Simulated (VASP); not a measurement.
Runs of VASP 6.6.1 on Ca2C. All rows change the cell; the cell of one of them follows. The structure is cubic, space group Fm-3m (No. 225). Conventional cell: a = 6.411 Å, b = 6.411 Å, c = 6.411 Å, α = 90.00°, β = 90.00°, γ = 90.00°. Around C (site symmetry m-3m) lie 8 Ca at 2.78 Å. Around Ca (site symmetry -43m) lie 4 C at 2.78 Å. The cell was built by a generator and needn't be a form met in nature.

| level | cell | smearing | gap on the mesh (eV) | pressure (GPa) | largest force (eV/Å) |
| --- | --- | --- | --- | --- | --- |
| PBE | hydrostatic strain +2.5% | fermi-dirac 0.02 eV | (c) | (a) | - |
| r2SCAN | epitaxial_xy strain -2.4% | fermi-dirac 0.02 eV | 0.20 | 3.2 | - |
| r2SCAN | epitaxial_111 strain +1.1% | gaussian 0.01 eV | (b) | -0.2 | 0.01 |
| PBE | epitaxial_111 strain +1.1% | fermi-dirac 0.02 eV | 0.19 | 0.4 | 0.01 |

Alike in all rows: task single point; potentials or basis VASP PAW PBE potentials, release 64 (C, Ca_sv); no spin polarisation; k mesh 8 × 8 × 8; cutoff (eV) 520.

Estimate the missing entries.

(a) -2.7; (b) 0.39; (c) 0.28.

Caveats: the PAW data sets were made with another functional, which shifts forces and pressure a little (some runs).

A k mesh can miss the band edges.
